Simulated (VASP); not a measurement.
All values below come from PBEsol GGA, VASP's PBE PAW potentials (set 64) (plane waves; VASP).

VASP input:

File KPOINTS:
```
kpoints
0
Gamma
  7 7 7
```

INCAR:
```
ALGO=Normal
EDIFF=1E-6
EDIFFG=-0.02
ENCUT=500
GGA=PS
IBRION=2
ISIF=3
ISMEAR=1
LASPH=.TRUE.
LCHARG=.FALSE.
LMAXMIX=4
LREAL=.FALSE.
LWAVE=.FALSE.
NELM=100
NSW=40
PREC=Accurate
PSTRESS=450
SIGMA=0.1
SYSTEM=Mo3Si
```

### POSCAR
```
Mo3Si
1
    4.7177926166     0.0000000000     0.0000000000
    0.0000000000     4.7177926166     0.0000000000
    0.0000000000     0.0000000000     4.7177926166
Si Mo
2 6
Direct
  0.5000000000   0.5000000000   0.5000000000
  0.0000000000   0.0000000000   0.0000000000
  0.2500000000   0.0000000000   0.5000000000
  0.5000000000   0.2500000000   0.0000000000
  0.5000000000   0.7500000000   0.0000000000
  0.7500000000   0.0000000000   0.5000000000
  0.0000000000   0.5000000000   0.7500000000
  0.0000000000   0.5000000000   0.2500000000
```

POTCAR, in this order: Si Mo_sv (PBE.64 set). Program: vasp_std.

What VASP printed:

OUTCAR:
```
 ion  position               nearest neighbor table
   1  0.500  0.500  0.500-   3 2.64   4 2.64   5 2.64   6 2.64   7 2.64   8 2.64   4 2.64   5 2.64
                             3 2.64   6 2.64   7 2.64   8 2.64
   2  0.000  0.000  0.000-   3 2.64   4 2.64   5 2.64   6 2.64   7 2.64   8 2.64   3 2.64   6 2.64
                             7 2.64   8 2.64   4 2.64   5 2.64
   3  0.250  0.000  0.500-   6 2.36   6 2.36   1 2.64   2 2.64   1 2.64   2 2.64   8 2.89   5 2.89
                             4 2.89   5 2.89   4 2.89   7 2.89   8 2.89   7 2.89
   4  0.500  0.250  0.000-   5 2.36   5 2.36   1 2.64   1 2.64   2 2.64   2 2.64   8 2.89   3 2.89
                             3 2.89   6 2.89   6 2.89   7 2.89   7 2.89   8 2.89
   5  0.500  0.750  0.000-   4 2.36   4 2.36   1 2.64   1 2.64   2 2.64   2 2.64   8 2.89   3 2.89
                             3 2.89   6 2.89   6 2.89   7 2.89   7 2.89   8 2.89
   6  0.750  0.000  0.500-   3 2.36   3 2.36   1 2.64   2 2.64   1 2.64   2 2.64   8 2.89   4 2.89
                             4 2.89   5 2.89   5 2.89   7 2.89   8 2.89   7 2.89
   7  0.000  0.500  0.750-   8 2.36   8 2.36   1 2.64   2 2.64   2 2.64   1 2.64   3 2.89   4 2.89
                             5 2.89   3 2.89   6 2.89   6 2.89   4 2.89   5 2.89
   8  0.000  0.500  0.250-   7 2.36   7 2.36   1 2.64   2 2.64   2 2.64   1 2.64   3 2.89   4 2.89
                             5 2.89   3 2.89   6 2.89   6 2.89   4 2.89   5 2.89
  LATTYP: Found a simple cubic cell.
 ALAT       =     4.7177926166
 Subroutine PRICEL returns:
 Original cell was already a primitive cell.
 Subroutine GETGRP returns: Found 48 space group operations
The static configuration has the point symmetry T_h .
 The point group associated with its full space group is O_h .
The dynamic configuration has the point symmetry T_h .
 Subroutine INISYM returns: Found 48 space group operations
 Subroutine IBZKPT returns following result:
 Found     20 irreducible k-points:

 Following reciprocal coordinates:
            Coordinates               Weight
  0.000000  0.000000  0.000000      1.000000
  0.142857  0.000000  0.000000      6.000000
  0.285714  0.000000  0.000000      6.000000
  0.428571  0.000000  0.000000      6.000000
  0.142857  0.142857  0.000000     12.000000
  0.285714  0.142857  0.000000     24.000000
  0.428571  0.142857  0.000000     24.000000
  0.285714  0.285714  0.000000     12.000000
  0.428571  0.285714  0.000000     24.000000
  0.428571  0.428571  0.000000     12.000000
  0.142857  0.142857  0.142857      8.000000
  0.285714  0.142857  0.142857     24.000000
  0.428571  0.142857  0.142857     24.000000
  0.285714  0.285714  0.142857     24.000000
  0.428571  0.285714  0.142857     48.000000
  0.428571  0.428571  0.142857     24.000000
  0.285714  0.285714  0.285714      8.000000
  0.428571  0.285714  0.285714     24.000000
  0.428571  0.428571  0.285714     24.000000
  0.428571  0.428571  0.428571      8.000000
   k-points           NKPTS =     20   k-points in BZ     NKDIM =     20   number of bands    NBANDS=     55
   number of dos      NEDOS =    301   number of ions     NIONS =      8
   total plane-waves  NPLWV =  46656
   dimension x,y,z NGX =    36 NGY =   36 NGZ =   36
   dimension x,y,z NGXF=    72 NGYF=   72 NGZF=   72
   ions per type =               2   6
   PREC   = accura    normal or accurate (medium, high low for compatibility)
   ISTART =      0    job   : 0-new  1-cont  2-samecut
   ICHARG =      2    charge: 1-file 2-atom 10-const
   ISPIN  =      1    spin polarized calculation?
   LNONCOLLINEAR =      F non collinear calculations
   LSORBIT =      F    spin-orbit coupling
   INIWAV =      1    electr: 0-lowe 1-rand  2-diag
   ENCUT  =  500.0 eV  36.75 Ry    6.06 a.u.   8.60  8.60  8.60*2*pi/ulx,y,z
   NELM   =    100;   NELMIN=  2; NELMDL= -5     # of ELM steps
   EDIFF  = 0.1E-05   stopping-criterion for ELM
   LREAL  =      F    real-space projection
   NLSPLINE    = F    spline interpolate recip. space projectors
   LMAXMIX     =    4 max onsite mixed and CHGCAR
   VOSKOWN=      0    Vosko Wilk Nusair interpolation
   EDIFFG = -.2E-01   stopping-criterion for IOM
   NSW    =     40    number of steps for IOM
   NBLOCK =      1;   KBLOCK =     40    inner block; outer block
   IBRION =      2    ionic relax: 0-MD 1-quasi-New 2-CG
...
```

### OSZICAR
```
       N       E                     dE             d eps       ncg     rms          rms(c)
DAV:   1     0.111843021089E+04    0.11184E+04   -0.55115E+04  2224   0.169E+03
DAV:   2    -0.358966741406E+02   -0.11543E+04   -0.11254E+04  2348   0.539E+02
DAV:   3    -0.873388235856E+02   -0.51442E+02   -0.50076E+02  2825   0.102E+02
DAV:   4    -0.883658370511E+02   -0.10270E+01   -0.10179E+01  2632   0.123E+01
DAV:   5    -0.883863188607E+02   -0.20482E-01   -0.20452E-01  2648   0.169E+00    0.590E+01
DAV:   6    -0.846859927304E+02    0.37003E+01   -0.12241E+01  2438   0.168E+01    0.194E+01
DAV:   7    -0.843218566226E+02    0.36414E+00   -0.10671E+00  2729   0.481E+00    0.443E+00
DAV:   8    -0.842711776746E+02    0.50679E-01   -0.11439E-01  2522   0.122E+00    0.478E-01
DAV:   9    -0.842702268211E+02    0.95085E-03   -0.57961E-03  2632   0.297E-01    0.257E-01
DAV:  10    -0.842701434375E+02    0.83384E-04   -0.53308E-04  2725   0.148E-01    0.108E-01
DAV:  11    -0.842701526172E+02   -0.91797E-05   -0.15349E-05  2664   0.211E-02    0.246E-02
DAV:  12    -0.842701498062E+02    0.28110E-05   -0.75847E-06  2525   0.157E-02    0.277E-03
DAV:  13    -0.842701496046E+02    0.20160E-06   -0.17285E-07  1568   0.195E-03
   1 F= -.54777182E+02 E0= -.54776814E+02  d E =-.547772E+02
       N       E                     dE             d eps       ncg     rms          rms(c)
DAV:   1    -0.109378949856E+03   -0.25109E+02   -0.94448E+02  2221   0.210E+02    0.127E+02
DAV:   2    -0.788286997383E+02    0.30550E+02   -0.84583E+01  2200   0.582E+01    0.138E+01
DAV:   3    -0.762418946766E+02    0.25868E+01   -0.11030E+01  2454   0.192E+01    0.179E+01
DAV:   4    -0.761781681354E+02    0.63727E-01   -0.19594E+00  2367   0.511E+00    0.232E+00
DAV:   5    -0.761325641095E+02    0.45604E-01   -0.16039E-01  2476   0.231E+00    0.144E+00
DAV:   6    -0.761174016142E+02    0.15162E-01   -0.78961E-02  2513   0.100E+00    0.735E-01
DAV:   7    -0.761179706845E+02   -0.56907E-03   -0.85624E-03  2642   0.387E-01    0.137E-01
DAV:   8    -0.761179565610E+02    0.14123E-04   -0.17517E-04  2472   0.655E-02    0.485E-02
DAV:   9    -0.761179465691E+02    0.99919E-05   -0.36344E-05  2114   0.167E-02    0.114E-02
DAV:  10    -0.761179476766E+02   -0.11075E-05   -0.29935E-06  1998   0.775E-03    0.101E-02
DAV:  11    -0.761179478161E+02   -0.13949E-06   -0.15126E-07  1464   0.219E-03
   2 F= -.51575958E+02 E0= -.51575879E+02  d E =0.320122E+01
       N       E                     dE             d eps       ncg     rms          rms(c)
DAV:   1    -0.106512982713E+03   -0.30395E+02   -0.68186E+02  2228   0.188E+02    0.566E+01
DAV:   2    -0.844574474982E+02    0.22056E+02   -0.74793E+01  2228   0.491E+01    0.190E+01
DAV:   3    -0.834519610996E+02    0.10055E+01   -0.78751E+00  2529   0.154E+01    0.401E+00
DAV:   4    -0.834388553397E+02    0.13106E-01   -0.41197E-01  2439   0.237E+00    0.168E+00
DAV:   5    -0.834734347018E+02   -0.34579E-01   -0.15352E-01  2410   0.185E+00    0.112E+00
DAV:   6    -0.834768861094E+02   -0.34514E-02   -0.65294E-03  2610   0.312E-01    0.499E-01
DAV:   7    -0.834790209732E+02   -0.21349E-02   -0.17531E-03  2500   0.168E-01    0.101E-01
DAV:   8    -0.834790094919E+02    0.11481E-04   -0.86416E-05  2538   0.394E-02    0.220E-02
DAV:   9    -0.834790132874E+02   -0.37955E-05   -0.41006E-06  2149   0.105E-02    0.223E-03
DAV:  10    -0.834790140451E+02   -0.75771E-06   -0.73507E-07  1450   0.342E-03
   3 F= -.54953880E+02 E0= -.54954064E+02  d E =-.176698E+00
       N       E                     dE             d eps       ncg     rms          rms(c)
DAV:   1    -0.834273620818E+02    0.51651E-01   -0.11695E-01  2242   0.238E+00    0.992E-01
DAV:   2    -0.834235010161E+02    0.38611E-02   -0.11845E-02  2242   0.636E-01    0.147E-01
DAV:   3    -0.834232741107E+02    0.22691E-03   -0.13685E-03  2542   0.202E-01    0.121E-01
DAV:   4    -0.834232921140E+02   -0.18003E-04   -0.25743E-04  2459   0.479E-02    0.180E-02
DAV:   5    -0.834232863638E+02    0.57502E-05   -0.35533E-05  2403   0.308E-02    0.152E-02
DAV:   6    -0.834232890365E+02   -0.26728E-05   -0.33845E-06  2096   0.660E-03    0.209E-03
DAV:   7    -0.834232893865E+02   -0.35000E-06   -0.84887E-07  1352   0.375E-03
   4 F= -.54954604E+02 E0= -.54954802E+02  d E =-.177422E+00
```

**OUTCAR**
```
------------------------ aborting loop because EDIFF is reached ----------------------------------------
  FORCE on cell =-STRESS in cart. coord.  units (eV):
  Direction    XX          YY          ZZ          XY          YZ          ZX
  --------------------------------------------------------------------------------------
  Total       28.3866564     28.3866564     28.3866564     -0.0000000     -0.0000000      0.0000000
  in kB      448.7033765    448.7033765    448.7033765     -0.0000000     -0.0000000      0.0000000
  external PRESSURE =      -1.2966235 kB  Pullay stress =     450.0000000 kB
  volume of cell :      101.36
      direct lattice vectors                 reciprocal lattice vectors
     4.662532033 -0.000000000 -0.000000000     0.214475738  0.000000000  0.000000000
    -0.000000000  4.662532033  0.000000000     0.000000000  0.214475738  0.000000000
    -0.000000000 -0.000000000  4.662532033     0.000000000 -0.000000000  0.214475738
 POSITION                                       TOTAL-FORCE (eV/Angst)
 -----------------------------------------------------------------------------------
      2.33127      2.33127      2.33127         0.000000      0.000000      0.000000
     -0.00000      4.66253      4.66253         0.000000      0.000000      0.000000
      1.16563     -0.00000      2.33127         0.000000     -0.000000     -0.000000
      2.33127      1.16563     -0.00000         0.000000      0.000000      0.000000
      2.33127      3.49690      4.66253        -0.000000      0.000000     -0.000000
      3.49690      4.66253      2.33127        -0.000000     -0.000000     -0.000000
     -0.00000      2.33127      3.49690        -0.000000     -0.000000     -0.000000
     -0.00000      2.33127      1.16563        -0.000000     -0.000000      0.000000
 -----------------------------------------------------------------------------------
    total drift:                                0.000000      0.000000      0.000000
  FREE ENERGIE OF THE ION-ELECTRON SYSTEM (eV)
  ---------------------------------------------------
  free  energy   TOTEN  =       -83.4232893865 eV

  energy  without entropy=      -83.4238852477  energy(sigma->0) =      -83.42348801
  enthalpy is  TOTEN    =       -54.9546037251 eV   P V=       28.4686856615

 reached required accuracy - stopping structural energy minimisation
```
(Selected blocks of OUTCAR.)

File CONTCAR:
```
Mo3Si
   1.00000000000000
     4.6625320333494189   -0.0000000000000000   -0.0000000000000000
    -0.0000000000000000    4.6625320333494189    0.0000000000000000
    -0.0000000000000000   -0.0000000000000000    4.6625320333494189
  Si              Mo
     2     6
Direct
     0.5000000000000000    0.5000000000000000    0.5000000000000000
     0.0000000000000000    1.0000000000000000    1.0000000000000000
     0.2500000000000000    0.0000000000000000    0.5000000000000000
     0.5000000000000000    0.2500000000000000    0.0000000000000000
     0.5000000000000000    0.7500000000000000    1.0000000000000000
     0.7500000000000000    1.0000000000000000    0.5000000000000000
     0.0000000000000000    0.5000000000000000    0.7500000000000000
     0.0000000000000000    0.5000000000000000    0.2500000000000000
```

### OUTCAR
```
 val. band max:       14.9168433533   @ k =   0.4286   0.1429   0.1429

 cond. band min:      15.0028811228   @ k =   0.4286   0.2857   0.1429


 Fermi energy:        14.9905381412

 k-point     1 :       0.0000    0.0000    0.0000
  band No.  band energies     occupation
      1     -46.2510      2.00000
      2     -46.0378      2.00000
      3     -46.0378      2.00000
      4     -45.5053      2.00000
      5     -45.5053      2.00000
      6     -45.5053      2.00000
      7     -22.0531      2.00000
      8     -22.0531      2.00000
      9     -21.7393      2.00000
     10     -20.6529      2.00000
     11     -20.6529      2.00000
     12     -20.6529      2.00000
     13     -19.8685      2.00000
     14     -19.8685      2.00000
     15     -19.8685      2.00000
     16     -19.8017      2.00000
     17     -19.8017      2.00000
     18     -19.8017      2.00000
     19     -19.6092      2.00000
     20     -19.6092      2.00000
     21     -19.6092      2.00000
     22     -18.5531      2.00000
     23     -18.5531      2.00000
     24     -18.5531      2.00000
     25       3.7226      2.00000
     26       5.3657      2.00000
     27       8.6541      2.00000
     28       8.6541      2.00000
     29       8.6541      2.00000
     30       9.2592      2.00000
     31       9.2592      2.00000
     32       9.2592      2.00000
     33       9.7799      2.00000
     34       9.7799      2.00000
     35      10.2109      2.00000
     36      11.3189      2.00000
     37      11.8719      2.00000
     38      11.8719      2.00000
     39      11.8719      2.00000
     40      12.4000      2.00000
     41      12.4000      2.00000
     42      12.4000      2.00000
     43      13.1526      2.00000
     44      13.1526      2.00000
     45      16.5202     -0.00000
     46      16.5202     -0.00000
     47      16.5202     -0.00000
     48      17.9000      0.00000
     49      17.9306      0.00000
     50      17.9306      0.00000
     51      18.1715      0.00000
...
```

Energy and stress use the plane-wave basis of the starting cell.

The compound is Mo3Si in the A15 structure. This run relaxes it under an external pressure of 45 GPa. Symmetry was kept, so distortions that lower it aren't found.
